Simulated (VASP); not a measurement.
Output of a VASP run:

File OSZICAR:
```
       N       E                     dE             d eps       ncg     rms          rms(c)
DAV:   1     0.652239359626E+03    0.65224E+03   -0.28703E+04 12880   0.202E+03
DAV:   2     0.210770824683E+02   -0.63116E+03   -0.59473E+03 13512   0.571E+02
DAV:   3    -0.607426467692E+02   -0.81820E+02   -0.79939E+02 15766   0.193E+02
DAV:   4    -0.639909704791E+02   -0.32483E+01   -0.31534E+01 14612   0.340E+01
DAV:   5    -0.640521092364E+02   -0.61139E-01   -0.61102E-01 13246   0.531E+00    0.440E+01
DAV:   6    -0.596373251262E+02    0.44148E+01   -0.17629E+02 15978   0.121E+02    0.561E+01
DAV:   7    -0.503696024780E+02    0.92677E+01   -0.13735E+02 16368   0.124E+02    0.201E+01
DAV:   8    -0.482851710913E+02    0.20844E+01   -0.90763E+00 13584   0.294E+01    0.813E+00
DAV:   9    -0.479011628109E+02    0.38401E+00   -0.20109E+00 17010   0.144E+01    0.312E+00
DAV:  10    -0.479162761848E+02   -0.15113E-01   -0.20065E-01 13384   0.369E+00    0.170E+00
DAV:  11    -0.479114555180E+02    0.48207E-02   -0.27317E-02 13624   0.191E+00    0.423E-01
DAV:  12    -0.479116911505E+02   -0.23563E-03   -0.35414E-03 14354   0.703E-01    0.221E-01
DAV:  13    -0.479115639886E+02    0.12716E-03   -0.33975E-04 16400   0.199E-01    0.880E-02
DAV:  14    -0.479115145808E+02    0.49408E-04   -0.76482E-05 14372   0.110E-01    0.305E-02
DAV:  15    -0.479114822807E+02    0.32300E-04   -0.69883E-05 14828   0.103E-01    0.207E-02
DAV:  16    -0.479114893144E+02   -0.70336E-05   -0.13129E-05 13928   0.494E-02    0.743E-03
DAV:  17    -0.479114924099E+02   -0.30955E-05   -0.15108E-06 16900   0.132E-02    0.221E-03
DAV:  18    -0.479114921013E+02    0.30864E-06   -0.28418E-07 10122   0.427E-03    0.138E-03
DAV:  19    -0.479114916450E+02    0.45625E-06   -0.14947E-08  6402   0.171E-03    0.471E-04
DAV:  20    -0.479114914504E+02    0.19467E-06   -0.14632E-08  6366   0.906E-04    0.202E-04
DAV:  21    -0.479114915560E+02   -0.10564E-06   -0.18807E-09  6390   0.421E-04    0.974E-05
DAV:  22    -0.479114916033E+02   -0.47326E-07   -0.43057E-10  6342   0.167E-04
   1 F= -.48880455E+02 E0= -.48880455E+02  d E =0.000000E+00  mag=    -0.0000
```

OUTCAR:
```
------------------------ aborting loop because EDIFF is reached ----------------------------------------
 Edisp (eV)   -0.96896
  FORCE on cell =-STRESS in cart. coord.  units (eV):
  Direction    XX          YY          ZZ          XY          YZ          ZX
  --------------------------------------------------------------------------------------
  Total       0.09986     0.09986     0.08004     0.00000     0.00000     0.00000
  in kB       2.87441     2.87441     2.30380     0.00000     0.00000     0.00000
  external pressure =        2.68 kB  Pullay stress =        0.00 kB
  volume of cell :       55.66
      direct lattice vectors                 reciprocal lattice vectors
     4.406564905  0.000000000  0.000000000     0.226934136  0.000000000  0.000000000
     0.000000000  4.406564905  0.000000000     0.000000000  0.226934136  0.000000000
     0.000000000  0.000000000  2.866589134     0.000000000  0.000000000  0.348846644
 POSITION                                       TOTAL-FORCE (eV/Angst)
 -----------------------------------------------------------------------------------
      0.00000      0.00000      0.00000         0.000000      0.000000      0.000000
      2.20328      2.20328      1.43329         0.000000      0.000000      0.000000
      1.33996      1.33996      0.00000        -0.011048     -0.011048      0.000000
      3.54325      0.86332      1.43329        -0.011048      0.011048     -0.000000
      0.86332      3.54325      1.43329         0.011048     -0.011048      0.000000
      3.06660      3.06660      0.00000         0.011048      0.011048     -0.000000
 -----------------------------------------------------------------------------------
    total drift:                                0.000000      0.000000      0.000000
  FREE ENERGIE OF THE ION-ELECTRON SYSTEM (eV)
  ---------------------------------------------------
  free  energy   TOTEN  =       -48.8804554965 eV

  energy  without entropy=      -48.8804554965  energy(sigma->0) =      -48.88045550

 total charge

# of ion       s       p       d       tot
------------------------------------------
    1        0.352   6.464   4.913  11.730
    2        0.352   6.464   4.913  11.730
    3        1.569   3.458   0.000   5.027
    4        1.569   3.458   0.000   5.027
    5        1.569   3.458   0.000   5.027
    6        1.569   3.458   0.000   5.027
--------------------------------------------------
tot          6.981  26.761   9.827  43.569

 magnetization (x)

# of ion       s       p       d       tot
------------------------------------------
    1        0.013   0.021   2.475   2.508
    2       -0.013  -0.021  -2.475  -2.508
    3       -0.001  -0.048   0.000  -0.049
    4        0.001   0.048   0.000   0.049
    5        0.001   0.048   0.000   0.049
    6       -0.001  -0.048   0.000  -0.049
--------------------------------------------------
tot          0.000   0.000  -0.000  -0.000

 Electric field gradients after diagonalization (V/A^2)
 (convention: |V_zz| > |V_xx| > |V_yy|)
----------------------------------------------------------------------
 ion       V_xx      V_yy      V_zz     asymmetry (V_yy - V_xx)/ V_zz
----------------------------------------------------------------------
   1      -5.157    -4.480     9.637       0.070
   2      -5.157    -4.480     9.637       0.070
   3      64.083    28.034   -92.117       0.391
   4      64.083    28.034   -92.117       0.391
   5      64.083    28.034   -92.117       0.391
   6      64.083    28.034   -92.117       0.391
```
(Selected blocks of OUTCAR.)

POSCAR:
```
MnO2
1
    4.4065649055    -0.0000000000     0.0000000000
    0.0000000000     4.4065649055     0.0000000000
    0.0000000000     0.0000000000     2.8665891342
Mn O
2 4
Direct
  0.0000000000   0.0000000000   0.0000000000
  0.5000000000   0.5000000000   0.5000000000
  0.3040834931   0.3040834931   1.0000000000
  0.8040834931   0.1959165069   0.5000000000
  0.1959165069   0.8040834931   0.5000000000
  0.6959165069   0.6959165069   0.0000000000
```

### Question
Write an INCAR and KPOINTS that could have produced this output.

### Answer
Several could match; the one computed here: the input of the run itself, PBE GGA with D3 dispersion (Becke-Johnson damping), plane waves, VASP's PBE PAW potentials (set 64).

**INCAR**
```
SYSTEM=MnO2
PREC=Accurate; ENCUT=520; LREAL=F
LASPH=T
EDIFF=1E-7; NELM=100; ALGO=Normal
LMAXMIX=4
ISMEAR=-5
GGA=PE; IVDW=12
MAGMOM=2.5 -2.5 -0.0 0.0 0.0 -0.0
ISPIN=2
ISIF=2
LWAVE=F; LCHARG=T; LORBIT=11
NEDOS=601
LEFG=T
```

**KPOINTS**
```
Automatic mesh
0
Gamma
8 8 12
0 0 0
```

POTCAR, in this order: Mn_pv O (PBE.64 set). Program: vasp_std.

For a metal the tetrahedron method with Blöchl corrections gives inexact stress and forces.

The compound is MnO2 in the rutile structure. It was relaxed first.
